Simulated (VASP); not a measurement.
# A VASP study of MgGaPSe (PBEsol + D3(BJ)): structure first, properties next, part 5 of 8

What structure does MgGaPSe take at this level, and what are its properties? The cell is invented: it takes the structure of a Materials Project entry for ZnGaPS (space group 160 there), with some of its atoms replaced by other elements, volume scaled by an estimate. It may not be a known or stable phase. The atoms of the start are displaced at random from the sites of a R3m cell.

VASP 6.6.1; PBEsol with D3(BJ); plane waves and PAW (Se, Ga_d, P, Mg); invented cell.

So far, gap on the k-mesh (eV): step 2 (rough relaxation of the start cell) 1.52; step 3 (relaxing cell and atoms (PBEsol + D3(BJ))) 1.54; step 6 (total and projected DOS (PBEsol + D3(BJ))) 1.54.

## Step 7: Elastic tensor by finite strains (PBEsol + D3(BJ))

IBRION = 6 with ISIF = 3 strains the cell both ways at fixed fractional positions, and adds the ions' share afterwards from the force constants. Stress converges slowly with the basis, so the cutoff is raised.

Contents of INCAR:

```
SYSTEM = MgGaPSe
PREC = Accurate
ENCUT = 500
EDIFF = 1E-07
NELM = 100
ISMEAR = -1
SIGMA = 0.05
LREAL = .FALSE.
ALGO = Normal
GGA = PS
IVDW = 12
NBANDS = 19
LORBIT = 11
LWAVE = .FALSE.
LCHARG = .FALSE.
KPAR = 2
IBRION = 6
NFREE = 2
POTIM = 0.015
ISIF = 3
NSW = 1
```

Contents of POSCAR:

```
MgGaPSe
1.0
    3.3957904926     -1.9605671365      0.0002746655
    3.3957904926      1.9605671365      0.0002746655
   -2.2613127420      0.0000000000      6.6937267810
Se Ga P Mg
1 1 1 1
Direct
    0.6164393817      0.6164393817      0.8592685506
    0.4952956285      0.4952956285      0.4928603086
    0.1278096726      0.1278096726      0.3902155306
    0.0021781652      0.0021781652      0.0167696102
```

Contents of KPOINTS:

```
Automatic mesh
0
Gamma
7 7 4
0 0 0
```

Potentials, in the order of the species: Se, Ga_d, P and Mg (PBE family, release 64).

Launch:

```bash
$ mpirun -np 2 vasp_std
```

Output:

```text
[... set-up lines as in an earlier step ...]
 entering main loop
       N       E                     dE             d eps       ncg     rms          rms(c)
DAV:   1     0.157504862199E+03    0.15750E+03   -0.11709E+04  2292   0.151E+03
DAV:   2    -0.298964628425E+00   -0.15780E+03   -0.15171E+03  2530   0.340E+02
DAV:   3    -0.175862573513E+02   -0.17287E+02   -0.17004E+02  2768   0.966E+01
DAV:   4    -0.181367727096E+02   -0.55052E+00   -0.54938E+00  3051   0.176E+01
DAV:   5    -0.181469507724E+02   -0.10178E-01   -0.10175E-01  2832   0.217E+00    0.507E+00
DAV:   6    -0.175565751757E+02    0.59038E+00   -0.10618E+00  3485   0.169E+01    0.322E+00
DAV:   7    -0.174730907455E+02    0.83484E-01   -0.44429E-01  2714   0.358E+00    0.127E+00
DAV:   8    -0.174708673325E+02    0.22234E-02   -0.28553E-02  2823   0.214E+00    0.261E-01
DAV:   9    -0.174711834123E+02   -0.31608E-03   -0.29560E-03  3146   0.803E-01    0.126E-01
DAV:  10    -0.174712099190E+02   -0.26507E-04   -0.32146E-04  2706   0.125E-01    0.640E-02
DAV:  11    -0.174712787759E+02   -0.68857E-04   -0.65134E-05  2558   0.707E-02    0.260E-02
DAV:  12    -0.174712854257E+02   -0.66497E-05   -0.11779E-05  2707   0.245E-02    0.836E-03
DAV:  13    -0.174712855395E+02   -0.11383E-06   -0.22443E-06  2959   0.103E-02    0.197E-03
DAV:  14    -0.174712855586E+02   -0.19093E-07   -0.34523E-07  2593   0.609E-03
   1 F= -.18582316E+02 E0= -.18582316E+02  d E =-.692955E-08
 Found    12 degrees of freedom:
 Adding 6 more for cell shape distortion
 Finite differences POTIM= 0.01500 DOF=  18
 bond charge predicted
       N       E                     dE             d eps       ncg     rms          rms(c)
DAV:   1    -0.175393780949E+02   -0.68093E-01   -0.11603E+00  3118   0.131E+01    0.144E+00
DAV:   2    -0.174960320353E+02    0.43346E-01   -0.12332E-01  3095   0.534E+00    0.711E-01
DAV:   3    -0.174804998484E+02    0.15532E-01   -0.27664E-02  3173   0.202E+00    0.193E-01
DAV:   4    -0.174797274706E+02    0.77238E-03   -0.39244E-03  2781   0.640E-01    0.796E-02
DAV:   5    -0.174796120879E+02    0.11538E-03   -0.36088E-04  2999   0.169E-01    0.248E-02
DAV:   6    -0.174796128553E+02   -0.76745E-06   -0.39887E-05  2995   0.454E-02    0.798E-03
DAV:   7    -0.174796129096E+02   -0.54283E-07   -0.28107E-06  2903   0.226E-02    0.325E-03
DAV:   8    -0.174796129318E+02   -0.22153E-07   -0.48355E-07  2739   0.114E-02
   2 F= -.18574443E+02 E0= -.18574443E+02  d E =-.208919E-07
[... from here on, the cycles between the ionic steps are left out ...]
   3 F= -.18572123E+02 E0= -.18572123E+02  d E =-.320141E-08
   4 F= -.18574349E+02 E0= -.18574349E+02  d E =-.206123E-07
   5 F= -.18572206E+02 E0= -.18572206E+02  d E =-.335339E-08
   6 F= -.18573765E+02 E0= -.18573765E+02  d E =-.120696E-07
   7 F= -.18571103E+02 E0= -.18571103E+02  d E =-.438494E-08
   8 F= -.18578944E+02 E0= -.18578944E+02  d E =-.771812E-08
   9 F= -.18578944E+02 E0= -.18578944E+02  d E =-.771939E-08
  10 F= -.18580202E+02 E0= -.18580202E+02  d E =-.715482E-08
  11 F= -.18580202E+02 E0= -.18580202E+02  d E =-.715524E-08
  12 F= -.18580255E+02 E0= -.18580255E+02  d E =-.713604E-08
  13 F= -.18580153E+02 E0= -.18580153E+02  d E =-.712105E-08
  14 F= -.18581587E+02 E0= -.18581587E+02  d E =-.695422E-08
  15 F= -.18581566E+02 E0= -.18581566E+02  d E =-.695493E-08
  16 F= -.18581577E+02 E0= -.18581577E+02  d E =-.695209E-08
  17 F= -.18581577E+02 E0= -.18581577E+02  d E =-.695252E-08
  18 F= -.18581259E+02 E0= -.18581259E+02  d E =-.639936E-08
  19 F= -.18581254E+02 E0= -.18581254E+02  d E =-.753200E-08
  20 F= -.18581306E+02 E0= -.18581306E+02  d E =-.750815E-08
  21 F= -.18581269E+02 E0= -.18581269E+02  d E =-.747692E-08
  22 F= -.18581284E+02 E0= -.18581284E+02  d E =-.749438E-08
  23 F= -.18581284E+02 E0= -.18581284E+02  d E =-.749442E-08
  24 F= -.18581160E+02 E0= -.18581160E+02  d E =-.705562E-08
  25 F= -.18581333E+02 E0= -.18581333E+02  d E =-.705400E-08
  26 F= -.18581187E+02 E0= -.18581187E+02  d E =-.742442E-08
  27 F= -.18581329E+02 E0= -.18581329E+02  d E =-.745292E-08
  28 F= -.18581259E+02 E0= -.18581259E+02  d E =-.743544E-08
  29 F= -.18581259E+02 E0= -.18581259E+02  d E =-.743590E-08
  30 F= -.18581212E+02 E0= -.18581212E+02  d E =-.678458E-08
  31 F= -.18581221E+02 E0= -.18581221E+02  d E =-.716606E-08
  32 F= -.18581662E+02 E0= -.18581662E+02  d E =-.694069E-08
  33 F= -.18581578E+02 E0= -.18581578E+02  d E =-.695094E-08
  34 F= -.18581620E+02 E0= -.18581620E+02  d E =-.694734E-08
  35 F= -.18581620E+02 E0= -.18581620E+02  d E =-.694729E-08
  36 F= -.18581401E+02 E0= -.18581401E+02  d E =-.776896E-08
 Finite differences progress:
  Degree of freedom:  18/ 18
  Displacement:        1/  2
  Total:              35/ 36
 bond charge predicted
       N       E                     dE             d eps       ncg     rms          rms(c)
DAV:   1    -0.174701331935E+02    0.23611E-03   -0.44712E-02  2280   0.107E+00    0.107E-01
DAV:   2    -0.174702511124E+02   -0.11792E-03   -0.20971E-03  3078   0.261E-01    0.467E-02
DAV:   3    -0.174702125340E+02    0.38578E-04   -0.88726E-05  2750   0.611E-02    0.286E-02
DAV:   4    -0.174701913776E+02    0.21156E-04   -0.73539E-05  2870   0.602E-02    0.106E-02
DAV:   5    -0.174701914063E+02   -0.28730E-07   -0.22640E-05  2942   0.290E-02    0.778E-03
DAV:   6    -0.174701916902E+02   -0.28393E-06   -0.47954E-06  2490   0.128E-02    0.459E-03
DAV:   7    -0.174701916083E+02    0.81950E-07   -0.29197E-07  2626   0.341E-03
  37 F= -.18581219E+02 E0= -.18581219E+02  d E =-.627721E-08
 Finite differences progress:
  Degree of freedom:  18/ 18
  Displacement:        2/  2
  Total:              36/ 36
```

The job ended after 25 min (2 MPI ranks of AMD EPYC 7R43, shared host; peak memory 0.84 GiB).

Parts of OUTCAR (step 7):

```text
   ENCUT  =  500.0 eV  36.75 Ry    6.06 a.u.   7.15  7.15 12.88*2*pi/ulx,y,z

   NELECT =      26.0000    total number of electrons

 Edisp (eV)   -1.11103

 E-fermi :   3.6470

 k-point     1 :       0.0000    0.0000    0.0000
  band No.  band energies     occupation
    ...
      9       2.0056      2.00000
     10       2.0061      2.00000
     11       2.6457      2.00000
     12       2.8382      2.00000
     13       2.8387      2.00000
     14       4.3901      0.00000
     15       5.9602      0.00000
     16       7.4950      0.00000
     17       7.4959      0.00000
     18       8.0112      0.00000
    ...

 Edisp (eV)   -1.11103

  Total       0.14037     0.13576    -0.02136     0.00000     0.00000     0.00067
  in kB       2.52323     2.44034    -0.38403     0.00000     0.00000     0.01201
  external pressure =        1.53 kB  Pullay stress =        0.00 kB

 POSITION                                       TOTAL-FORCE (eV/Angst)
 -----------------------------------------------------------------------------------
      2.24352      0.00000      5.75205         0.001258      0.000000     -0.039724
      2.24933      0.00000      3.29934         0.000382      0.000000     -0.032536
     -0.01437      0.00000      2.61207        -0.004105      0.000000     -0.066117
     -0.02313      0.00000      0.09725         0.002465      0.000000      0.138377
 -----------------------------------------------------------------------------------
    total drift:                               -0.000029      0.000000     -0.000193

  FREE ENERGIE OF THE ION-ELECTRON SYSTEM (eV)
  ---------------------------------------------------
  free  energy   TOTEN  =       -18.5812194659 eV

  energy  without entropy=      -18.5812194597  energy(sigma->0) =      -18.58121946

  SYMMETRIZED ELASTIC MODULI (kBar)
 Direction    XX          YY          ZZ          XY          YZ          ZX
 --------------------------------------------------------------------------------
 XX        1442.4962    361.9845    233.7327      0.0000      0.0000    235.4177
 YY         361.9845   1438.8091    232.1378      0.0000      0.0000   -235.0293
 ZZ         233.7327    232.1378   1573.4616      0.0000      0.0000      0.6170
 XY           0.0000      0.0000      0.0000    538.8049   -234.9937      0.0000
 YZ           0.0000      0.0000      0.0000   -234.9937    337.7573      0.0000
 ZX         235.4177   -235.0293      0.6170      0.0000      0.0000    337.0505
 --------------------------------------------------------------------------------

 Eigenvectors and eigenvalues of the dynamical matrix
 ----------------------------------------------------

   1 f  =   11.139541 THz    69.991799 2PiTHz  371.575083 cm-1    46.069418 meV
             X         Y         Z           dx          dy          dz
      2.243523  0.000000  5.752048    -0.001626   -0.000000   -0.044603
      2.249329  0.000000  3.299344     0.004800    0.000000    0.027388
     -0.014370  0.000000  2.612066    -0.008894   -0.000000   -0.645003
     -0.023128  0.000000  0.112252     0.004615    0.000000    0.762303

   2 f  =   10.250643 THz    64.406690 2PiTHz  341.924647 cm-1    42.393234 meV
             X         Y         Z           dx          dy          dz
      2.243523  0.000000  5.752048     0.007158    0.000000   -0.001219
      2.249329  0.000000  3.299344    -0.544694   -0.000000    0.001163
     -0.014370  0.000000  2.612066     0.837776    0.000000   -0.006348
     -0.023128  0.000000  0.112252    -0.035810   -0.000000    0.007951

   3 f  =   10.246961 THz    64.383553 2PiTHz  341.801820 cm-1    42.378006 meV
             X         Y         Z           dx          dy          dz
      2.243523  0.000000  5.752048     0.000000   -0.006877   -0.000000
      2.249329  0.000000  3.299344    -0.000000    0.545066    0.000000
     -0.014370  0.000000  2.612066     0.000000   -0.837637   -0.000000
     -0.023128  0.000000  0.112252    -0.000000    0.034921    0.000000

[...]
-0.014370  0.000000  2.612066    -0.000000    0.030282   -0.000000
     -0.023128  0.000000  0.112252    -0.000000    0.872009   -0.000000

   6 f  =    7.732934 THz    48.587457 2PiTHz  257.942911 cm-1    31.980831 meV
             X         Y         Z           dx          dy          dz
      2.243523  0.000000  5.752048     0.001120    0.000000    0.256566
      2.249329  0.000000  3.299344    -0.000662    0.000000    0.475785
     -0.014370  0.000000  2.612066    -0.000450   -0.000000   -0.641229
     -0.023128  0.000000  0.112252    -0.000778   -0.000000   -0.544634

   7 f  =    6.772854 THz    42.555094 2PiTHz  225.918075 cm-1    28.010259 meV
             X         Y         Z           dx          dy          dz
      2.243523  0.000000  5.752048     0.001527    0.000000   -0.738415
      2.249329  0.000000  3.299344    -0.000924    0.000000    0.656346
     -0.014370  0.000000  2.612066    -0.002009   -0.000000    0.144470
     -0.023128  0.000000  0.112252     0.000508   -0.000000    0.055435

   8 f  =    1.620938 THz    10.184655 2PiTHz   54.068680 cm-1     6.703659 meV
             X         Y         Z           dx          dy          dz
      2.243523  0.000000  5.752048    -0.000000   -0.608201   -0.000000
      2.249329  0.000000  3.299344     0.000000    0.604155    0.000000
     -0.014370  0.000000  2.612066     0.000000    0.383821   -0.000000
     -0.023128  0.000000  0.112252    -0.000000   -0.343176    0.000000

   9 f  =    1.612158 THz    10.129485 2PiTHz   53.775792 cm-1     6.667345 meV
             X         Y         Z           dx          dy          dz
      2.243523  0.000000  5.752048     0.613157   -0.000000    0.005389
      2.249329  0.000000  3.299344    -0.599702    0.000000    0.001477
     -0.014370  0.000000  2.612066    -0.380341    0.000000    0.003372
     -0.023128  0.000000  0.112252     0.345964   -0.000000    0.001668

  10 f/i=    0.001491 THz     0.009369 2PiTHz    0.049741 cm-1     0.006167 meV
             X         Y         Z           dx          dy          dz
      2.243523  0.000000  5.752048    -0.584227    0.000000    0.214319
      2.249329  0.000000  3.299344    -0.548840    0.000000    0.201233
     -0.014370  0.000000  2.612066    -0.365778    0.000000    0.134309
     -0.023128  0.000000  0.112252    -0.324140    0.000000    0.118856

  11 f/i=    0.009619 THz     0.060439 2PiTHz    0.320861 cm-1     0.039782 meV
             X         Y         Z           dx          dy          dz
      2.243523  0.000000  5.752048     0.000000   -0.625780    0.000000
      2.249329  0.000000  3.299344     0.000000   -0.581085    0.000000
     -0.014370  0.000000  2.612066     0.000000   -0.387464    0.000000
     -0.023128  0.000000  0.112252     0.000000   -0.347292    0.000000

  12 f/i=    0.010941 THz     0.068741 2PiTHz    0.364937 cm-1     0.045246 meV
             X         Y         Z           dx          dy          dz
      2.243523  0.000000  5.752048     0.210379    0.000000    0.583921
      2.249329  0.000000  3.299344     0.205338    0.000000    0.549171
     -0.014370  0.000000  2.612066     0.136473    0.000000    0.365829
     -0.023128  0.000000  0.112252     0.116545    0.000000    0.324014

 ELASTIC MODULI CONTR FROM IONIC RELAXATION (kBar)
 Direction    XX          YY          ZZ          XY          YZ          ZX
 --------------------------------------------------------------------------------
 XX        -295.8253     79.0487    156.3859      0.0000     -0.0000   -161.8712
 YY          79.0487   -291.7538    159.6933     -0.0000      0.0000    163.1057
 ZZ         156.3859    159.6933   -264.9967     -0.0000      0.0000     -0.4212
 XY           0.0000     -0.0000     -0.0000   -186.1564    162.1471      0.0000
 YZ          -0.0000      0.0000      0.0000    162.1471   -149.0990     -0.0000
 ZX        -161.8712    163.1057     -0.4212      0.0000     -0.0000   -149.9075
 --------------------------------------------------------------------------------

 TOTAL ELASTIC MODULI (kBar)
 Direction    XX          YY          ZZ          XY          YZ          ZX
 --------------------------------------------------------------------------------
 XX        1146.6709    441.0332    390.1186      0.0000     -0.0000     73.5465
 YY         441.0332   1147.0553    391.8311     -0.0000      0.0000    -71.9236
 ZZ         390.1186    391.8311   1308.4649     -0.0000      0.0000      0.1959
 XY           0.0000     -0.0000     -0.0000    352.6485    -72.8465      0.0000
 YZ          -0.0000      0.0000      0.0000    -72.8465    188.6583     -0.0000
 ZX          73.5465    -71.9236      0.1959      0.0000     -0.0000    187.1430
 --------------------------------------------------------------------------------

[... 5 parts as in an earlier step ...]

[... 11 further parts left out ...]
```

CONTCAR:

```
MgGaPSe
   1.00000000000000
     3.3957904926000002   -1.9605671364999999    0.0002746655000000
     3.3957904926000002    1.9605671364999999    0.0002746655000000
    -2.2613127419999999    0.0000000000000000    6.6937267809999996
  Se              Ga              P               Mg
     1     1     1     1
Direct
     0.6164393816999976    0.6164393816999976    0.8592685505999995
     0.4952956285000027    0.4952956285000027    0.4928603086000010
     0.1278096726000015    0.1278096726000015    0.3902155306000026
     0.0014320581276545    0.0014320581276545    0.0145287672987291
```

The last energy, forces, stress and levels in OUTCAR belong to the last displaced cell, not to the cell of POSCAR.

This step gave:

```yaml
bands: 19
irreducible_k_points: 60
pressure_of_the_cell: 0.09913 GPa
largest_force_of_the_cell: 0.006966 eV/Å
mechanically_stable: yes
bulk_modulus_voigt: 67.20 GPa
shear_modulus_voigt: 30.43 GPa
bulk_modulus_hill: 67.15 GPa
shear_modulus_hill: 27.71 GPa
young_s_modulus: 73.08 GPa
poisson_s_ratio: 0.3186
```

Elastic constants with relaxed ions, Voigt order xx yy zz yz xz xy (GPa):

```
114.7  44.1  39.0   0.0   7.4   0.0
 44.1 114.7  39.2   0.0  -7.2   0.0
 39.0  39.2 130.8   0.0   0.0   0.0
  0.0   0.0   0.0  18.9   0.0  -7.3
  7.4  -7.2   0.0   0.0  18.7   0.0
  0.0   0.0   0.0  -7.3   0.0  35.3
```

Elastic constants with clamped ions, Voigt order xx yy zz yz xz xy (GPa):

```
144.2  36.2  23.4   0.0  23.5   0.0
 36.2 143.9  23.2   0.0 -23.5   0.0
 23.4  23.2 157.3   0.0   0.1   0.0
  0.0   0.0   0.0  33.8   0.0 -23.5
 23.5 -23.5   0.1   0.0  33.7   0.0
  0.0   0.0   0.0 -23.5   0.0  53.9
```

B/G is 2.42, which by Pugh's rule of thumb (1.75, made for nearly isotropic solids) points to a ductile solid. With the density of 3.80 g/cm³ the Hill moduli give sound speeds of 5.23 km/s (longitudinal) and 2.70 km/s (transverse), and from their mean a Debye temperature of 320 K.

[end of part 5 of 8]

[Lines on the potential files, build, host, timing and source positions are cut from VASP's logs without a mark.]

[Logs are printed without paths, hosts, clocks, repeated set-up lines and the standing remarks that a program may print on its own settings, such as how far it seeks lower states.]

[Hosts, paths, dates, database ids (printed as entryN), source tags and the programs' standing remarks are cut or masked in the printed files.]

[A measured line is paired with the nearest computed mode of its activity, which favours agreement.]

[In band tables of VASP the shares of atoms and orbitals are scaled to a sum of 1 inside the atoms' spheres.]
